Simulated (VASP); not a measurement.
All values below come from PBE GGA, VASP's PBE PAW potentials (set 64) (plane waves; VASP).

VASP ran on this input.

File POSCAR:
```
Ni3Al
1
    3.5640942717     0.0000000000     0.0000000000
    0.0000000000     3.5640942717     0.0000000000
   -0.0000000000     0.0000000000     3.5640942717
Al Ni
1 3
Direct
  0.0000000000   0.0000000000   0.0000000000
  0.0000000000   0.5000000000   0.5000000000
  0.5000000000   0.0000000000   0.5000000000
  0.5000000000   0.5000000000   0.0000000000
```

### KPOINTS
```
Automatic mesh
0
Gamma
10 10 10
0 0 0
```

### INCAR
```
! general
SYSTEM     = Ni3Al
PREC       = Accurate
ENCUT      = 400   ! plane-wave cut-off (eV)
LREAL      = F   ! projection in real space or not
LASPH      = T   ! aspherical one-centre terms

! electronic loop
EDIFF      = 1E-7
NELM       = 100
ALGO       = Normal   ! blocked Davidson
LMAXMIX    = 4   ! l cut-off of mixed one-centre charges

! smearing
ISMEAR     = -5   ! tetrahedra, Bloechl

! functional
GGA        = PE   ! PBE
GGA_COMPAT = F

! spin
ISPIN      = 2
MAGMOM     = -0.0 3*0.3

! output
LWAVE      = F
LCHARG     = T
LORBIT     = 10
```

POTCAR, in this order: Al Ni (PBE.64 set). Program: vasp_std.

Output

OSZICAR:
```
       N       E                     dE             d eps       ncg     rms          rms(c)
DAV:   1     0.169872130169E+03    0.16987E+03   -0.12159E+04  4504   0.171E+03
DAV:   2    -0.167035753574E+02   -0.18658E+03   -0.17999E+03  4484   0.342E+02
DAV:   3    -0.258577748578E+02   -0.91542E+01   -0.83495E+01  4868   0.991E+01
DAV:   4    -0.260880652502E+02   -0.23029E+00   -0.22868E+00  5108   0.146E+01
DAV:   5    -0.260951433090E+02   -0.70781E-02   -0.70890E-02  5380   0.237E+00    0.194E+01
DAV:   6    -0.271789643007E+02   -0.10838E+01   -0.76412E+01  5044   0.142E+02    0.213E+01
DAV:   7    -0.219239322093E+02    0.52550E+01   -0.21623E+01  4956   0.758E+01    0.239E+00
DAV:   8    -0.219135277892E+02    0.10404E-01   -0.47930E-01  4812   0.581E+00    0.155E+00
DAV:   9    -0.218942034658E+02    0.19324E-01   -0.54772E-02  5872   0.333E+00    0.829E-01
DAV:  10    -0.218967388559E+02   -0.25354E-02   -0.28314E-03  5816   0.683E-01    0.591E-01
DAV:  11    -0.218975993470E+02   -0.86049E-03   -0.13922E-02  5564   0.187E+00    0.324E-01
DAV:  12    -0.218988676404E+02   -0.12683E-02   -0.17124E-03  5380   0.748E-01    0.106E-01
DAV:  13    -0.218988951411E+02   -0.27501E-04   -0.12761E-04  5400   0.139E-01    0.548E-02
DAV:  14    -0.218988965036E+02   -0.13625E-05   -0.22881E-05  5840   0.672E-02    0.173E-02
DAV:  15    -0.218988916166E+02    0.48870E-05   -0.69756E-06  5544   0.364E-02    0.625E-03
DAV:  16    -0.218988929355E+02   -0.13189E-05   -0.86321E-07  4900   0.143E-02    0.282E-03
DAV:  17    -0.218988936866E+02   -0.75111E-06   -0.12781E-07  2572   0.507E-03    0.109E-03
DAV:  18    -0.218988935918E+02    0.94823E-07   -0.33566E-08  2424   0.239E-03
   1 F= -.21898894E+02 E0= -.21898894E+02  d E =0.000000E+00  mag=     0.7111
```

File OUTCAR:
```
------------------------ aborting loop because EDIFF is reached ----------------------------------------
  FORCE on cell =-STRESS in cart. coord.  units (eV):
  Direction    XX          YY          ZZ          XY          YZ          ZX
  --------------------------------------------------------------------------------------
  Total       -0.0148452     -0.0148452     -0.0148452      0.0000000      0.0000000      0.0000000
  in kB       -0.5253519     -0.5253519     -0.5253519      0.0000000      0.0000000      0.0000000
  external PRESSURE =      -0.5253519 kB  Pullay stress =       0.0000000 kB
  volume of cell :       45.27
      direct lattice vectors                 reciprocal lattice vectors
     3.564094272  0.000000000  0.000000000     0.280576192  0.000000000  0.000000000
     0.000000000  3.564094272  0.000000000     0.000000000  0.280576192  0.000000000
     0.000000000  0.000000000  3.564094272     0.000000000  0.000000000  0.280576192
 POSITION                                       TOTAL-FORCE (eV/Angst)
 -----------------------------------------------------------------------------------
      0.00000      0.00000      0.00000         0.000000      0.000000      0.000000
      0.00000      1.78205      1.78205         0.000000      0.000000      0.000000
      1.78205      0.00000      1.78205         0.000000      0.000000      0.000000
      1.78205      1.78205      0.00000         0.000000      0.000000      0.000000
 -----------------------------------------------------------------------------------
    total drift:                                0.000000     -0.000000     -0.000000
  FREE ENERGIE OF THE ION-ELECTRON SYSTEM (eV)
  ---------------------------------------------------
  free  energy   TOTEN  =       -21.8988935918 eV

  energy  without entropy=      -21.8988935918  energy(sigma->0) =      -21.89889359

 total charge

# of ion       s       p       d       tot
------------------------------------------
    1        0.408   0.391   0.000   0.799
    2        0.492   0.515   8.373   9.381
    3        0.492   0.515   8.373   9.381
    4        0.492   0.515   8.373   9.381
--------------------------------------------------
tot          1.885   1.936  25.120  28.941

 magnetization (x)

# of ion       s       p       d       tot
------------------------------------------
    1       -0.001  -0.009   0.000  -0.010
    2       -0.003  -0.011   0.270   0.256
    3       -0.003  -0.011   0.270   0.256
    4       -0.003  -0.011   0.270   0.256
--------------------------------------------------
tot         -0.011  -0.042   0.811   0.758
```
(Selected blocks of OUTCAR.)

For a metal the tetrahedron method with Blöchl corrections gives inexact stress and forces.

The compound is Ni3Al in the L1_2 structure. It was relaxed first.
